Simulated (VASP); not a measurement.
An input for Ansatz (written as the equivalent of a VASP run, and not itself run):

Ansatz 0.2 input:
```yaml
crystal:
  lattice:
    - [4.5818330, 0.0000000, 0.0000000]
    - [0.0000000, 4.5818330, 0.0000000]
    - [0.0000000, 0.0000000, 6.8095410]
  atoms:
    - { symbol: Ag, position: [0.0000000, 0.0000000, 0.0000000] }
    - { symbol: Ag, position: [0.5000000, 0.5000000, 0.0000000] }
    - { symbol: I, position: [0.0000000, 0.5000000, 0.7208200] }
    - { symbol: I, position: [0.5000000, 0.0000000, 0.2791800] }
kpoints:
  mp_grid: { grid: [4, 4, 3] }
hamiltonian:
  xc: lda
  pseudopotentials: { kind: paw }
scf:
  occupations: { method: fermi_dirac, width: 0.01 }
  max_iter: 100
output: { forces: true, stress: true, eigenvalues: true }
```

### Question
Write the VASP files for the same calculation (LDA).

### Answer
One answer among several that fit: 
### INCAR
```
# general
SYSTEM =AgI
PREC   =Accurate
ENCUT  =300
LREAL  =.FALSE.
LASPH  =.TRUE.

# electronic loop
EDIFF  =1E-6
NELM   =100
ALGO   =Normal
LMAXMIX=4

# smearing
ISMEAR =-1
SIGMA  =0.01

# ions
ISIF   =2

# output
LWAVE  =.FALSE.
LCHARG =.FALSE.
```

POSCAR:
```
AgI
1
    4.5818330000     0.0000000000     0.0000000000
    0.0000000000     4.5818330000     0.0000000000
    0.0000000000     0.0000000000     6.8095410000
Ag I
2 2
Direct
  0.0000000000   0.0000000000   0.0000000000
  0.5000000000   0.5000000000   0.0000000000
  0.0000000000   0.5000000000   0.7208200000
  0.5000000000   0.0000000000   0.2791800000
```

KPOINTS:
```
Automatic mesh
0
Gamma
4 4 3
0 0 0
```

POTCAR, in this order: Ag I (LDA.64 set). Program: vasp_std.

Limits of the translation: each code has its own PAW files, so the cut-off isn't converted (ENCUT is set for VASP's; basis.ecutwfc is left out, and Ansatz then takes the one that its files recommend); Ansatz stops its SCF on the density residual and VASP on the energy change (EDIFF); Ansatz's lda is the Perdew-Wang form, while the LDA potentials of VASP carry Perdew-Zunger's.

The structure comes from a computed database's AgI entry (P4/nmm); how it stands against other phases isn't given here. The cell was not relaxed at this level. The run is one of a series of settings (GGA removed, POTCAR Ag I (LDA.64 set) against the base run), some of them coarse on purpose.
